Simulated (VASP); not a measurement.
# Sr3BN (Pm-3m) in VASP: single point with PBE

Aim: the single point of Sr3BN with PBE.

Program: VASP 6.6.1. These are calculated values, not measurements. Logs are shortened: lines on timing, memory, paths and dates and some standing lists are left out, and cuts for length are marked.

## 1. The structure

The structure is cubic, space group Pm-3m (No. 221). Conventional cell: a = 4.936 Å, b = 4.936 Å, c = 4.936 Å, α = 90.00°, β = 90.00°, γ = 90.00°. Sr (site symmetry 4/mmm) is surrounded by 2 B at 2.47 Å. Around B (site symmetry m-3m) lie 6 Sr at 2.47 Å. N (site symmetry m-3m) is surrounded by 12 Sr at 3.49 Å.

The cell was built by a generator and needn't be a form met in nature.

## 2. Single point, PBE

Input file INCAR:

```
SYSTEM = Sr3BN
PREC     = Accurate       ! precision mode
ENCUT    = 520            ! plane-wave cutoff, eV
EDIFF    = 1E-7           ! SCF threshold, eV
ISMEAR   = -1             ! smearing method
SIGMA    = 0.1            ! smearing width, eV
LREAL    = .FALSE.        ! projectors in reciprocal space
LASPH    = .TRUE.         ! aspherical terms in the spheres
NELM     = 60             ! most SCF steps
ALGO     = Normal         ! electronic algorithm
ISIF     = 2              ! what is computed and relaxed
LWAVE    = .FALSE.        ! write WAVECAR
LCHARG   = .FALSE.        ! write CHGCAR
GGA      = PE             ! functional
NBANDS   = 27             ! bands
```

Input file KPOINTS:

```
Automatic mesh
0
G
  7 7 7
  0 0 0
```

Input file POSCAR:

```
Sr3BN
1.0
    4.9359970000      0.0000000000      0.0000000000
    0.0000000000      4.9359970000      0.0000000000
    0.0000000000      0.0000000000      4.9359970000
Sr B N
3 1 1
Direct
    0.0000000000      0.5000000000      0.5000000000
    0.5000000000      0.0000000000      0.5000000000
    0.5000000000      0.5000000000      0.0000000000
    0.5000000000      0.5000000000      0.5000000000
    0.0000000000      0.0000000000      0.0000000000
```

Potentials or basis: VASP PAW PBE potentials, release 64 (Sr_sv, B, N).

Started as:

```sh
> cat potpaw_PBE.64/Sr_sv/POTCAR potpaw_PBE.64/B/POTCAR potpaw_PBE.64/N/POTCAR > POTCAR
> mpirun -np 1 vasp_std > vasp.out
```

OUTCAR:

```text
SYSTEM = Sr3BN
   PREC = Accurate
   ENCUT = 520
   EDIFF = 1E-7
   ISMEAR = -1
   LREAL = .FALSE.
   LASPH = .TRUE.
   NELM = 60
   ISIF = 2
   GGA = PE

 ion  position               nearest neighbor table
   1  0.000  0.500  0.500-   4 2.47   4 2.47   2 3.49   3 3.49   2 3.49   2 3.49   3 3.49   3 3.49
                             3 3.49   2 3.49
   2  0.500  0.000  0.500-   4 2.47   4 2.47   1 3.49   3 3.49   1 3.49   3 3.49   3 3.49   3 3.49
                             1 3.49   1 3.49
   3  0.500  0.500  0.000-   4 2.47   4 2.47   1 3.49   1 3.49   2 3.49   2 3.49   2 3.49   2 3.49
                             1 3.49   1 3.49
   4  0.500  0.500  0.500-   1 2.47   2 2.47   3 2.47   3 2.47   2 2.47   1 2.47
   5  0.000  0.000  0.000-

  LATTYP: Found a simple cubic cell.
 ALAT       =     4.9359970000

  Lattice vectors:

 A1 = (   4.9359970000,   0.0000000000,   0.0000000000)
 A2 = (   0.0000000000,   4.9359970000,   0.0000000000)
 A3 = (   0.0000000000,   0.0000000000,   4.9359970000)

Analysis of symmetry for initial positions (statically):
=====================================================================
 Subroutine PRICEL returns:
 Original cell was already a primitive cell.

 Routine SETGRP: Setting up the symmetry group for a
 simple cubic supercell.

 Subroutine GETGRP returns: Found 48 space group operations
 (whereof 48 operations were pure point group operations)
 out of a pool of 48 trial point group operations.

The static configuration has the point symmetry O_h .

Analysis of symmetry for dynamics (positions and initial velocities):
=====================================================================
 Subroutine PRICEL returns:
 Original cell was already a primitive cell.

 Routine SETGRP: Setting up the symmetry group for a
 simple cubic supercell.

 Subroutine GETGRP returns: Found 48 space group operations
 (whereof 48 operations were pure point group operations)
 out of a pool of 48 trial point group operations.

The dynamic configuration has the point symmetry O_h .

 Subroutine INISYM returns: Found 48 space group operations
 (whereof 48 operations are pure point group operations),
 and found     1 'primitive' translations

----------------------------------------------------------------------------------------

                                     Primitive cell

  volume of cell :     120.2610

[... 88 lines left out ...]
   NELM   =     60;   NELMIN=  2; NELMDL= -5     # of ELM steps
   EDIFF  = 0.1E-06   stopping-criterion for ELM
   LREAL  =      F    real-space projection
   EDIFFG = 0.1E-05   stopping-criterion for IOM
   NSW    =      0    number of steps for IOM
   IBRION =     -1    ionic relax: 0-MD 1-quasi-New 2-CG
   NFREE  =      0    steps in history (QN), initial steepest desc. (CG)
   ISIF   =      2    stress and relaxation
   ISYM   =      2    0-nonsym 1-usesym 2-fastsym
   POTIM  = 0.5000    time-step for ionic-motion
   TEBEG  =    0.0;   TEEND  =   0.0 temperature during run
   PSTRESS=    0.0 pullay stress
   NELECT =      38.0000    total number of electrons
   NUPDOWN=      -1.0000    fix difference up-down
   EMIN   =  10.00;   EMAX   =-10.00  energy-range for DOS
   EFERMI =   0.00;   METHOD = LEGACY
   ISMEAR =    -1;   SIGMA  =   0.10  broadening in eV -4-tet -1-fermi 0-gaus
   EFERMI_NEDOS =   21; number of points for ismear=-14 and -15
   IALGO  =     38    algorithm
   IMIX   =      4    mixing-type and parameters
     AMIX     =   0.40;   BMIX     =  1.00
     AMIX_MAG =   1.60;   BMIX_MAG =  1.00
  volume/ion in A,a.u.               =      24.05       162.31
  Fermi-wavevector in a.u.,A,eV,Ry     =   1.115050  2.107140 16.916631  1.243337
  Thomas-Fermi vector in A             =   2.251651
   LORBIT       =      0    0 simple, 1 ext, 2 COOP (PROOUT), +10 PAW based schemes
   GGA     = PE    functional components
   LHFCALC =     F    Hartree Fock is set to
   AEXX    =    0.0000 exact exchange contribution
   IVDW    =     0    specifies the selected vdW correction
   LEPSILON=     F    determine dielectric tensor
   LRPA    =     F    only Hartree local field effects (RPA)
 non-spin polarized calculation
  energy-cutoff  :      520.00
  volume of cell :      120.26
 maximum number of plane-waves:      3250
 NGX is ok and might be reduce to    40
   NGX = 19   NGY = 19   NGZ = 19

 number of electron      38.0000002 magnetization

 Free energy of the ion-electron system (eV)
  ---------------------------------------------------
  ext. energy  EPLUGINS =         0.00000000
  ---------------------------------------------------
  free energy    TOTEN  =       -14.67856819 eV

  energy without entropy =      -14.59003323  energy(sigma->0) =      -14.63430071

 E-fermi :   2.7061     XC(G=0):  -9.0533

 val. band max:        2.6973335732   @ k =   0.4286   0.1429   0.1429
 cond. band min:       2.7361285249   @ k =   0.2857   0.2857   0.1429
 fundamental gap:      0.0387949517
 Fermi energy:         2.7060721527

 k-point     1 :       0.0000    0.0000    0.0000
  band No.  band energies     occupation
      1     -32.5518      2.00000
      2     -32.3564      2.00000
      3     -32.3564      2.00000
      4     -15.0973      2.00000
      5     -15.0973      2.00000
      6     -15.0973      2.00000
[... 589 lines left out ...]
     26       6.1443      0.00000
     27       6.3524      0.00000

------------------------ aborting loop because EDIFF is reached ----------------------------------------

  FORCE on cell =-STRESS in cart. coord.  units (eV):
  Direction    XX          YY          ZZ          XY          YZ          ZX
  --------------------------------------------------------------------------------------
  -------------------------------------------------------------------------------------
  Total        6.3202004      6.3202004      6.3202004     -0.0000000      0.0000000      0.0000000
  in kB       84.2009074     84.2009074     84.2009074     -0.0000000      0.0000000      0.0000000
  external PRESSURE =      84.2009074 kB  Pullay stress =       0.0000000 kB

 VOLUME and BASIS-vectors are now :
 -----------------------------------------------------------------------------
  energy-cutoff  :      520.00
  volume of cell :      120.26
      direct lattice vectors                 reciprocal lattice vectors
     4.935997000  0.000000000  0.000000000     0.202593316  0.000000000  0.000000000
     0.000000000  4.935997000  0.000000000     0.000000000  0.202593316  0.000000000
     0.000000000  0.000000000  4.935997000     0.000000000  0.000000000  0.202593316

 POSITION                                       TOTAL-FORCE (eV/Angst)
 -----------------------------------------------------------------------------------
      0.00000      2.46800      2.46800         0.000000      0.000000      0.000000
      2.46800      0.00000      2.46800         0.000000      0.000000      0.000000
      2.46800      2.46800      0.00000         0.000000      0.000000      0.000000
      2.46800      2.46800      2.46800         0.000000      0.000000      0.000000
      0.00000      0.00000      0.00000         0.000000      0.000000      0.000000
 -----------------------------------------------------------------------------------
    total drift:                                0.000000     -0.000000     -0.000000

  FREE ENERGIE OF THE ION-ELECTRON SYSTEM (eV)
  ---------------------------------------------------
  free  energy   TOTEN  =       -14.6785681890 eV

  energy  without entropy=      -14.5900332301  energy(sigma->0) =      -14.63430071
```

It took 56 s on 1 thread of Intel Xeon Platinum 8488C (Sapphire Rapids), shared host; peak memory 0.26 GiB.

Results:

| Item | Value |
| --- | --- |
| Free energy | -14.6786 eV |
| Pressure | 8.4 GPa |
| Band gap on the k mesh | none (metal or under the smearing width) |
